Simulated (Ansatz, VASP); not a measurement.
# GdN (rocksalt prototype) in two plane-wave programs, part 2 of 2

Wanted: the spread between two codes on one cell, functional and k mesh. The cell is invented: As first built, before any earlier steps moved the atoms or strained the cell (in the runner's words): rocksalt prototype, lattice guessed from radii. It may not be a known or stable phase. The two relaxations start from unlike cells of this crystal (the structure described is Ansatz's start), so only their ends are compared.

VASP 6.6.1 and Ansatz 0.2.0.

So far: Starting point; Ansatz: relaxation of cell and atoms, PBE, DFT+U.

## 3. VASP: relaxation of cell and atoms, PBE, DFT+U

Level of this step: PBE, DFT+U (Gd f 6.9 eV), spin-polarised from a ferromagnetic start; plane waves and PAW (Gd, N); invented cell (VASP).

Its own start cell and the same functional, mesh and smearing now go to VASP, with its own data sets.

Lines of VASP's logs that name or quote its potential files are left out, and so is its time.

The input, INCAR:

```
SYSTEM = GdN
PREC = Accurate
ENCUT = 600
EDIFF = 1E-07
NELM = 200
ISMEAR = -1
SIGMA = 0.05
LREAL = .FALSE.
ALGO = Normal
GGA = PE
NBANDS = 22
ISPIN = 2
MAGMOM = 6.94 -0.15
LDAU = .TRUE.
LDAUTYPE = 2
LDAUL = 3 -1
LDAUU = 6.9 0
LDAUJ = 0 0
LDAUPRINT = 1
LASPH = .TRUE.
LMAXMIX = 6
AMIX = 0.2
BMIX = 1E-04
AMIX_MAG = 0.8
BMIX_MAG = 1E-04
LORBIT = 11
LWAVE = .FALSE.
LCHARG = .FALSE.
ISIF = 3
IBRION = 2
NSW = 80
EDIFFG = -0.005
GGA_COMPAT = .FALSE.
NELMIN = 4
```

The input, POSCAR:

```
GdN
1.0
    0.0000000000      2.5040305286      2.5040305286
    2.5040305286      0.0000000000      2.5040305286
    2.5040305286      2.5040305286      0.0000000000
Gd N
1 1
Direct
    0.0000000000      0.0000000000      0.0000000000
    0.5000000000      0.5000000000      0.5000000000
```

The input, KPOINTS:

```
Automatic mesh
0
Gamma
8 8 8
0 0 0
```

The projector-augmented-wave data sets are Gd and N (PBE family, release 64).

Command:

```sh
$ mpirun -np 1 vasp_std
```

Numbers of over 12 decimals in the logs are rounded to 6 here.

The program printed:

```text
[banner, memory and clock lines left out]
running    1 mpi-ranks, on    1 nodes
 distrk:  each k-point on    1 cores,    1 groups
 distr:  one band on    1 cores,    1 groups

 POSCAR found type information on POSCAR GdN
 POSCAR found :  2 types and       2 ions
 LDA part: xc-table for (Slater+PW92), standard interpolation
 POSCAR, INCAR and KPOINTS ok, starting setup
 FFT: planning ... GRIDC
 FFT: planning ... GRID_SOFT
 FFT: planning ... GRID
 WAVECAR not read
 entering main loop
       N       E                     dE             d eps       ncg     rms          rms(c)
DAV:   1     0.149792332878E+03    0.14979E+03   -0.87927E+03  3508   0.606E+03
DAV:   2     0.206236064000E+01   -0.14773E+03   -0.12487E+03  3542   0.493E+02
DAV:   3    -0.170805510660E+02   -0.19143E+02   -0.18751E+02  3888   0.127E+02
DAV:   4    -0.192830225663E+02   -0.22025E+01   -0.21896E+01  4770   0.298E+01
DAV:   5    -0.193597573341E+02   -0.76735E-01   -0.76679E-01  3934   0.710E+00    0.413E+01
DAV:   6    -0.222469612514E+02   -0.28872E+01   -0.98967E+00  4020   0.104E+02    0.440E+01
DAV:   7    -0.227022065680E+02   -0.45525E+00   -0.17565E+00  4106   0.200E+01    0.439E+01
DAV:   8    -0.227287130670E+02   -0.26506E-01   -0.13631E-01  4248   0.307E+00    0.378E+01
DAV:   9    -0.227922401373E+02   -0.63527E-01   -0.99681E-02  3270   0.478E+00    0.196E+01
DAV:  10    -0.227707074352E+02    0.21533E-01   -0.54028E-02  4506   0.554E+00    0.877E+00
DAV:  11    -0.227720177008E+02   -0.13103E-02   -0.92726E-03  4296   0.836E-01    0.303E+00
DAV:  12    -0.227720906304E+02   -0.72930E-04   -0.70727E-04  3562   0.160E-01    0.304E+00
DAV:  13    -0.227720859708E+02    0.46596E-05   -0.79997E-05  4576   0.811E-02    0.296E+00
DAV:  14    -0.227721001968E+02   -0.14226E-04   -0.80577E-04  3682   0.353E-01    0.275E+00
DAV:  15    -0.227720418139E+02    0.58383E-04   -0.11572E-03  4090   0.627E-01    0.223E+00
DAV:  16    -0.227719527743E+02    0.89040E-04   -0.23960E-04  4218   0.349E-01    0.151E+00
DAV:  17    -0.227719283117E+02    0.24463E-04   -0.38392E-05  4538   0.126E-01    0.998E-01
DAV:  18    -0.227719087515E+02    0.19560E-04   -0.21679E-05  4748   0.881E-02    0.403E-01
DAV:  19    -0.227719010372E+02    0.77142E-05   -0.13945E-05  4344   0.553E-02    0.456E-02
DAV:  20    -0.227719015413E+02   -0.50402E-06   -0.19622E-06  4464   0.169E-02    0.532E-02
DAV:  21    -0.227719009724E+02    0.56891E-06   -0.27103E-07  3374   0.147E-02    0.788E-03
DAV:  22    -0.227719009419E+02    0.30475E-07   -0.75108E-08  1716   0.502E-03
   1 F= -.22771901E+02 E0= -.22771416E+02  d E =-.227719E+02  mag=     7.0000
 curvature:   0.00 expect dE= 0.000E+00 dE for cont linesearch  0.000E+00
 trial: gam= 0.00000 g(F)=  0.516E-60 g(S)=  0.132E-04 ort = 0.000E+00 (trialstep = 0.100E+01)
 search vector abs. value=  0.132E-04
 bond charge predicted
       N       E                     dE             d eps       ncg     rms          rms(c)
DAV:   1    -0.227722056767E+02   -0.30470E-03   -0.32048E-03  3720   0.105E+00    0.116E+00
DAV:   2    -0.227720167059E+02    0.18897E-03   -0.42946E-04  3842   0.466E-01    0.443E-01
DAV:   3    -0.227719205255E+02    0.96180E-04   -0.14979E-04  3768   0.321E-01    0.251E-01
DAV:   4    -0.227719059037E+02    0.14622E-04   -0.65012E-05  4740   0.138E-01    0.197E-01
DAV:   5    -0.227719064611E+02   -0.55738E-06   -0.44408E-06  4294   0.177E-02    0.115E-01
DAV:   6    -0.227718986168E+02    0.78444E-05   -0.19949E-05  4602   0.879E-02    0.128E-01
DAV:   7    -0.227718993636E+02   -0.74681E-06   -0.33931E-06  4056   0.206E-02    0.143E-02
DAV:   8    -0.227718993140E+02    0.49592E-07   -0.29796E-06  4732   0.277E-02    0.649E-03
DAV:   9    -0.227718993610E+02   -0.47076E-07   -0.20782E-07  2788   0.356E-03
   2 F= -.22771899E+02 E0= -.22771410E+02  d E =0.158083E-05  mag=     7.0000
 trial-energy change:    0.000002  1 .order    0.000003   -0.000013    0.000019
 step:   0.4697(harm=  0.4124)  dis= 0.00000  next Energy=   -22.771904 (dE=-0.323E-05)
 bond charge predicted
       N       E                     dE             d eps       ncg     rms          rms(c)
DAV:   1    -0.227719896836E+02   -0.90370E-04   -0.90384E-04  3698   0.558E-01    0.619E-01
DAV:   2    -0.227719372154E+02    0.52468E-04   -0.12068E-04  3794   0.245E-01    0.237E-01
DAV:   3    -0.227719103903E+02    0.26825E-04   -0.42563E-05  3834   0.170E-01    0.134E-01
DAV:   4    -0.227719060569E+02    0.43334E-05   -0.17526E-05  4734   0.717E-02    0.102E-01
DAV:   5    -0.227719060943E+02   -0.37398E-07   -0.12223E-06  4136   0.808E-03    0.604E-02
DAV:   6    -0.227719038431E+02    0.22512E-05   -0.57794E-06  4582   0.466E-02    0.685E-02
DAV:   7    -0.227719039075E+02   -0.64349E-07   -0.10399E-06  3912   0.132E-02    0.107E-02
DAV:   8    -0.227719038063E+02    0.10120E-06   -0.81794E-07  4420   0.158E-02    0.384E-03
DAV:   9    -0.227719037998E+02    0.64661E-08   -0.48163E-08  2114   0.175E-03
   3 F= -.22771904E+02 E0= -.22771417E+02  d E =-.285793E-05  mag=     7.0000
 curvature:  -0.20 expect dE=-0.581E-08 dE for cont linesearch -0.581E-08
 trial: gam=-0.04421 g(F)=  0.792E-60 g(S)=  0.284E-07 ort = 0.613E-06 (trialstep = 0.894E+00)
 search vector abs. value=  0.161E-09
 reached required accuracy - stopping structural energy minimisation
```

OUTCAR, selected parts (step 3):

```text
ion  position               nearest neighbor table
   1  0.000  0.000  0.000-   2 2.50   2 2.50   2 2.50   2 2.50   2 2.50   2 2.50
   2  0.500  0.500  0.500-   1 2.50   1 2.50   1 2.50   1 2.50   1 2.50   1 2.50

  LATTYP: Found a face centered cubic cell.
 ALAT       =     5.0080610572

 Subroutine GETGRP returns: Found 48 space group operations
 (whereof 48 operations were pure point group operations)

The static configuration has the point symmetry O_h .

 Found     29 irreducible k-points:

   k-points           NKPTS =     29   k-points in BZ     NKDIM =     29   number of bands    NBANDS=     22

   dimension x,y,z NGX =    28 NGY =   28 NGZ =   28
   dimension x,y,z NGXF=    56 NGYF=   56 NGZF=   56

   ENCUT  =  600.0 eV  44.10 Ry    6.64 a.u.   7.07  7.07  7.07*2*pi/ulx,y,z

   NELECT =      23.0000    total number of electrons

 k-points in reciprocal lattice and weights: Automatic mesh
   0.00000000  0.00000000  0.00000000       0.002
   0.12500000  0.00000000  0.00000000       0.016
   0.25000000  0.00000000  0.00000000       0.016
   0.37500000  0.00000000  0.00000000       0.016
   0.50000000  0.00000000  0.00000000       0.008
   0.12500000  0.12500000  0.00000000       0.012
   0.25000000  0.12500000  0.00000000       0.047
   0.37500000  0.12500000  0.00000000       0.047
   0.50000000  0.12500000  0.00000000       0.047
[...]
-0.37500000  0.50000000  0.12500000       0.023
  -0.25000000  0.50000000  0.25000000       0.012

atom =   1  type =  1  l = 3

 onsite density matrix

spin component  1

  0.9923 -0.0000  0.0011 -0.0000  0.0000 -0.0000 -0.0000
 -0.0000  0.9896 -0.0000 -0.0000 -0.0000  0.0000  0.0000
  0.0011 -0.0000  0.9917  0.0000 -0.0000  0.0000 -0.0000
 -0.0000 -0.0000  0.0000  0.9932 -0.0000 -0.0000 -0.0000
  0.0000 -0.0000 -0.0000 -0.0000  0.9917 -0.0000 -0.0011
 -0.0000  0.0000  0.0000 -0.0000 -0.0000  0.9909 -0.0000
 -0.0000  0.0000 -0.0000 -0.0000 -0.0011 -0.0000  0.9923

spin component  2

  0.0069  0.0000  0.0030 -0.0000 -0.0000 -0.0000 -0.0000
  0.0000  0.0003  0.0000  0.0000  0.0000  0.0000 -0.0000
  0.0030  0.0000  0.0054  0.0000 -0.0000 -0.0000  0.0000
 -0.0000  0.0000  0.0000  0.0092 -0.0000  0.0000 -0.0000
 -0.0000  0.0000 -0.0000 -0.0000  0.0054  0.0000 -0.0030
 -0.0000  0.0000 -0.0000  0.0000  0.0000  0.0031 -0.0000
 -0.0000 -0.0000  0.0000 -0.0000 -0.0030 -0.0000  0.0069

 occupancies and eigenvectors

  o =  0.0003  v =  0.0000  0.0000  0.0000  0.0000  0.0000  0.0000  0.0000 -0.0000  1.0000 -0.0000 -0.0000 -0.0000 -0.0000 -0.0000      0.0000  0.0000  0.0000  0.0000  0.0000  0.0000  0.0000  0.0000  0.0000  0.0000  0.0000  0.0000  0.0000  0.0000
  o =  0.0031  v =  0.0000  0.0000  0.0000  0.0000  0.0000  0.0000  0.0000  0.0001 -0.0000 -0.0001  0.0000  0.0004 -1.0000  0.0003      0.0000  0.0000  0.0000  0.0000  0.0000  0.0000  0.0000  0.0000  0.0000  0.0000  0.0000  0.0000  0.0000  0.0000
  o =  0.0031  v =  0.0000  0.0000  0.0000  0.0000  0.0000  0.0000  0.0000 -0.6124  0.0000  0.7906 -0.0000 -0.0020 -0.0002 -0.0015      0.0000  0.0000  0.0000  0.0000  0.0000  0.0000  0.0000  0.0000  0.0000  0.0000  0.0000  0.0000  0.0000  0.0000
  o =  0.0031  v =  0.0000  0.0000  0.0000  0.0000  0.0000  0.0000  0.0000  0.0015 -0.0000 -0.0020 -0.0000 -0.7906 -0.0005 -0.6124      0.0000  0.0000  0.0000  0.0000  0.0000  0.0000  0.0000  0.0000  0.0000  0.0000  0.0000  0.0000  0.0000  0.0000
  o =  0.0092  v =  0.0000  0.0000  0.0000  0.0000  0.0000  0.0000  0.0000 -0.0013 -0.0000 -0.0010 -1.0000  0.0000 -0.0000 -0.0000      0.0000  0.0000  0.0000  0.0000  0.0000  0.0000  0.0000  0.0000  0.0000  0.0000  0.0000  0.0000  0.0000  0.0000
  o =  0.0092  v =  0.0000  0.0000  0.0000  0.0000  0.0000  0.0000  0.0000 -0.7906 -0.0000 -0.6124  0.0016  0.0004  0.0000 -0.0005      0.0000  0.0000  0.0000  0.0000  0.0000  0.0000  0.0000  0.0000  0.0000  0.0000  0.0000  0.0000  0.0000  0.0000
  o =  0.0092  v =  0.0000  0.0000  0.0000  0.0000  0.0000  0.0000  0.0000 -0.0005 -0.0000 -0.0004 -0.0000 -0.6124  0.0000  0.7906      0.0000  0.0000  0.0000  0.0000  0.0000  0.0000  0.0000  0.0000  0.0000  0.0000  0.0000  0.0000  0.0000  0.0000
  o =  0.9896  v = -0.0000  1.0000  0.0000  0.0000  0.0000  0.0000  0.0000  0.0000  0.0000  0.0000  0.0000  0.0000  0.0000  0.0000      0.0000  0.0000  0.0000  0.0000  0.0000  0.0000  0.0000  0.0000  0.0000  0.0000  0.0000  0.0000  0.0000  0.0000
  o =  0.9909  v = -0.0087 -0.0000  0.0112  0.0000  0.7875  0.0874  0.6100  0.0000  0.0000  0.0000  0.0000  0.0000  0.0000  0.0000      0.0000  0.0000  0.0000  0.0000  0.0000  0.0000  0.0000  0.0000  0.0000  0.0000  0.0000  0.0000  0.0000  0.0000
  o =  0.9909  v =  0.6123  0.0000 -0.7905  0.0000  0.0111  0.0019  0.0086  0.0000  0.0000  0.0000  0.0000  0.0000  0.0000  0.0000      0.0000  0.0000  0.0000  0.0000  0.0000  0.0000  0.0000  0.0000  0.0000  0.0000  0.0000  0.0000  0.0000  0.0000
  o =  0.9909  v = -0.0004 -0.0000  0.0006  0.0000 -0.0691  0.9962 -0.0535  0.0000  0.0000  0.0000  0.0000  0.0000  0.0000  0.0000      0.0000  0.0000  0.0000  0.0000  0.0000  0.0000  0.0000  0.0000  0.0000  0.0000  0.0000  0.0000  0.0000  0.0000
  o =  0.9932  v =  0.0008 -0.0000  0.0006  0.9686  0.1523 -0.0000 -0.1966  0.0000  0.0000  0.0000  0.0000  0.0000  0.0000  0.0000      0.0000  0.0000  0.0000  0.0000  0.0000  0.0000  0.0000  0.0000  0.0000  0.0000  0.0000  0.0000  0.0000  0.0000
  o =  0.9932  v = -0.7905  0.0000 -0.6124  0.0030 -0.0049 -0.0000  0.0063  0.0000  0.0000  0.0000  0.0000  0.0000  0.0000  0.0000      0.0000  0.0000  0.0000  0.0000  0.0000  0.0000  0.0000  0.0000  0.0000  0.0000  0.0000  0.0000  0.0000  0.0000
  o =  0.9932  v = -0.0067  0.0000 -0.0052 -0.2487  0.5931  0.0000 -0.7657  0.0000  0.0000  0.0000  0.0000  0.0000  0.0000  0.0000      0.0000  0.0000  0.0000  0.0000  0.0000  0.0000  0.0000  0.0000  0.0000  0.0000  0.0000  0.0000  0.0000  0.0000

 average (electrostatic) potential at core
       1 -40.6199       2 -63.2118

 E-fermi :   3.6805

 spin component 1
 k-point     1 :       0.0000    0.0000    0.0000
  band No.  band energies     occupation
    ...
      8      -3.0167      1.00000
      9      -2.9722      1.00000
     10      -2.8126      1.00000
     11      -2.8126      1.00000
     12      -2.8126      1.00000
     13       3.8984      0.01265
     14       3.8984      0.01265
     15       3.8984      0.01265
     16       6.3300      0.00000
     17       6.3300      0.00000
    ...

 k-point     2 :       0.1250    0.0000    0.0000
  band No.  band energies     occupation
    ...
     11      -2.8286      1.00000
     12      -2.8119      1.00000
     13       2.8831      1.00000
     14       3.3192      0.99927
     15       3.3192      0.99927
     16       6.4907      0.00000
     17       6.7265      0.00000
     18       6.7265      0.00000
     19       7.9616      0.00000
     20       9.2261      0.00000
    ...

 k-point     3 :       0.2500    0.0000    0.0000
  band No.  band energies     occupation
    ...
     11      -2.8630      1.00000
     12      -2.8104      1.00000
     13       1.3047      1.00000
     14       2.3475      1.00000
     15       2.3475      1.00000
     16       6.9754      0.00000
     17       7.7194      0.00000
     18       7.7194      0.00000
     19       9.5939      0.00000
     20      10.9468      0.00000
    ...

 k-point     4 :       0.3750    0.0000    0.0000
  band No.  band energies     occupation
    ...
     11      -2.8503      1.00000
     12      -2.8088      1.00000
     13       0.0553      1.00000
     14       1.6245      1.00000
     15       1.6245      1.00000
     16       7.9907      0.00000
     17       8.9675      0.00000
     18       8.9675      0.00000
     19      10.5518      0.00000
     20      12.7053      0.00000
    ...

 k-point     5 :       0.5000    0.0000    0.0000
  band No.  band energies     occupation
    ...
     11      -2.8082      1.00000
     12      -2.7690      1.00000
     13      -0.4508      1.00000
     14       1.3630      1.00000
     15       1.3630      1.00000
     16       8.9268      0.00000
     17       9.6372      0.00000
     18       9.6372      0.00000
     19      10.2815      0.00000
     20      13.6567      0.00000
    ...

 k-point     6 :       0.1250    0.1250    0.0000
  band No.  band energies     occupation
    ...
     11      -2.8259      1.00000
     12      -2.8259      1.00000
     13       2.3200      1.00000
     14       3.5801      0.88179
     15       3.5801      0.88179
     16       5.7026      0.00000
     17       7.2939      0.00000
     18       7.2939      0.00000
     19       7.6231      0.00000
     20       8.6327      0.00000
    ...

  Total       -0.0006268     -0.0006268     -0.0006268      0.0000000      0.0000000     -0.0000000
  in kB       -0.0319975     -0.0319975     -0.0319975      0.0000000      0.0000000     -0.0000000
  external PRESSURE =      -0.0319975 kB  Pullay stress =       0.0000000 kB

  energy-cutoff  :      600.00
  volume of cell :       31.39
      direct lattice vectors                 reciprocal lattice vectors
    -0.000000000  2.503646946  2.503646946    -0.199708669  0.199708669  0.199708669
     2.503646946 -0.000000000  2.503646946     0.199708669 -0.199708669  0.199708669
     2.503646946  2.503646946 -0.000000000     0.199708669  0.199708669 -0.199708669

 POSITION                                       TOTAL-FORCE (eV/Angst)
 -----------------------------------------------------------------------------------
      0.00000      0.00000      0.00000        -0.000000     -0.000000     -0.000000
      2.50365      2.50365      2.50365         0.000000      0.000000      0.000000
 -----------------------------------------------------------------------------------
    total drift:                                0.000000      0.000000      0.000000

  FREE ENERGIE OF THE ION-ELECTRON SYSTEM (eV)
  ---------------------------------------------------
  free  energy   TOTEN  =       -22.7719037998 eV

  energy  without entropy=      -22.7709292835  energy(sigma->0) =      -22.77141654

 reached required accuracy - stopping structural energy minimisation

 total charge
# of ion       s       p       d       f       tot
--------------------------------------------------
    1        2.035   5.667   0.535   6.971  15.208
    2        1.245   2.377   0.000   0.000   3.622
--------------------------------------------------
tot          3.280   8.044   0.535   6.971  18.830

 magnetization (x)
# of ion       s       p       d       f       tot
--------------------------------------------------
    1       -0.006  -0.086   0.069   6.900   6.876
    2       -0.009  -0.105   0.000   0.000  -0.114
--------------------------------------------------
tot         -0.015  -0.191   0.069   6.900   6.762

[... 6 further parts left out ...]
```

CONTCAR:

```
GdN
   1.00000000000000
    -0.0000000000000000    2.5036469455866421    2.5036469455866421
     2.5036469455866421   -0.0000000000000000    2.5036469455866421
     2.5036469455866421    2.5036469455866421   -0.0000000000000000
  Gd              N
     1     1
Direct
     0.0000000000000000    0.0000000000000000    0.0000000000000000
     0.5000000000000000    0.5000000000000000    0.5000000000000000
```

The cell holds one magnetic atom, so no antiferromagnetic order fits into it. The k-mesh is coarse for a metal. The run keeps the 48 symmetry operations of its start, so it cannot find a distortion of lower symmetry.

## 4. Comparison

Known differences besides the potentials themselves: VASP starts from the moments at which Ansatz ended; U acts on the PAW sphere in VASP and on atomic orbitals in Ansatz, so only states and trends compare; the cutoff is 420 eV in Ansatz and 600 eV in VASP; Ansatz adds a Pulay correction to the stress that steers its cell, VASP none; site moments are counted in spheres of each program's own size. Total energies have different zeros and are not compared.

The two programs side by side:

```csv
quantity,Ansatz,VASP,difference
volume (Å³),31.37,31.39,-0.05 %
"edge a after relaxation, in the typed setting (Å)",3.540,3.541,-0.02 %
total moment (μB),7.00,7.00,0.00
moment on Gd1 (μB),6.94,6.88,+0.06
moment on N2 (μB),-0.15,-0.11,-0.04
```

## 5. Summary of results

| Quantity | Value |
| --- | --- |
| difference in volume (relaxation of cell and atoms, PBE, DFT+U) | -0.047 % |

The difference in volume is -0.047 % (relaxation of cell and atoms, PBE, DFT+U). How closely two codes agree says nothing of how well the functional describes the real material.

[Lines on the potential files, build, host, timing and source positions are cut from VASP's logs without a mark.]

[Logs are printed without paths, hosts, clocks, repeated set-up lines and the standing remarks that a program may print on its own settings, such as how far it seeks lower states.]

[Hosts, paths, dates, database ids (printed as entryN), source tags and the programs' standing remarks are cut or masked in the printed files.]
